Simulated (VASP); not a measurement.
**HPbNO4: dielectric tensor with PBE**

HPbNO4:

```
H Pb N O
1.0
     4.27531   -0.00040    0.00636
    -2.08399    5.20775   -0.04907
    -2.12377   -1.86574    4.91491
H Pb N O
1 1 1 4
Direct
  0.99073 0.03330 0.90994
  0.50274 0.81989 0.14287
  0.00838 0.47408 0.50265
  0.99816 0.92741 0.02877
  0.19467 0.73435 0.60852
  0.81673 0.35882 0.24556
  0.01381 0.33121 0.65217
```

The cell was built by a generator and needn't be a form met in nature.

```yaml
Program: VASP 6.6.1
Task: dielectric tensor
Functional: PBE
Potentials_or_basis: VASP PAW PBE potentials, release 64 (H, Pb_d, N, O)
Cutoff: 520 eV
k_mesh: 8 × 6 × 6
Occupations: gaussian, width 0.02 eV
Spin: no spin polarisation
Further_INCAR_settings: ALGO = Fast; EDIFF = 1e-08
```

| Quantity | Value |
| --- | --- |
| Band gap on the k mesh | 2.79 eV, indirect (least direct gap 3.13 eV) |
| Electronic dielectric tensor (diagonal) | 3.11, 2.95, 3.12 |
| Born charges (mean of the diagonal) | H +0.29; Pb +2.94; N +1.68; O -1.59, -1.14, -1.17, -1.01 e |

Levels at points of the mesh, in eV from the valence-band top:
| k point | band 20 | band 21 | band 22 | band 23 | band 24 | band 25 |
| --- | --- | --- | --- | --- | --- | --- |
| (0.00, 0.00, 0.00) | -2.06 | -0.98 | -0.42 | 3.31 | 4.47 | 5.20 |
| (0.50, 0.00, 0.00) | -1.14 | -0.72 | 0.00 | 3.16 | 4.24 | 5.43 |
| (0.00, 0.50, 0.00) | -1.51 | -0.99 | -0.83 | 3.16 | 4.06 | 4.83 |
| (0.50, 0.50, 0.00) | -0.82 | -0.46 | -0.31 | 2.88 | 5.26 | 5.31 |
| (0.00, 0.00, 0.50) | -1.52 | -0.97 | -0.84 | 3.17 | 3.96 | 4.96 |
| (0.50, 0.00, 0.50) | -0.80 | -0.46 | -0.32 | 2.87 | 5.28 | 5.29 |
| (0.00, 0.50, 0.50) | -1.65 | -0.91 | -0.66 | 3.08 | 3.56 | 5.37 |
| (0.50, 0.50, 0.50) | -1.13 | -0.71 | -0.03 | 3.15 | 4.24 | 5.45 |

Electronic dielectric tensor:
```
3.11 0.01 0.02
0.01 2.95 0.17
0.02 0.17 3.12
```

Born effective charge tensors (e):
atom 1, H
```
-0.01  0.00  0.00
 0.00  0.41  0.09
 0.00  0.09  0.46
```
atom 2, Pb
```
3.91 0.00 0.01
0.00 2.30 0.36
0.01 0.39 2.62
```
atom 3, N
```
-0.05  0.04  0.07
 0.05  2.32  0.41
 0.08  0.29  2.76
```
atom 4, O
```
-2.79 -0.01  0.00
 0.00 -0.96 -0.07
 0.00 -0.07 -1.02
```
atom 5, O
```
-0.49 -0.03 -0.02
-0.04 -1.56 -0.52
-0.02 -0.54 -1.39
```
atom 6, O
```
-0.46  0.00 -0.04
 0.00 -1.07 -0.43
-0.06 -0.39 -1.97
```
atom 7, O
```
-0.13 -0.01 -0.02
-0.01 -1.43  0.16
-0.01  0.23 -1.47
```

It took 23 min on 4 MPI ranks on Intel(R) Xeon(R) Platinum 8259CL CPU @ 2.50GHz (Skylake/Cascade Lake) (shared host), peak memory 1.3 GiB a rank.

Caveat: spin-orbit coupling is left out, which as a rule narrows the gap of such compounds by several tenths of an eV. A hybrid or GW would open this gap; PBE tends to underestimate it.
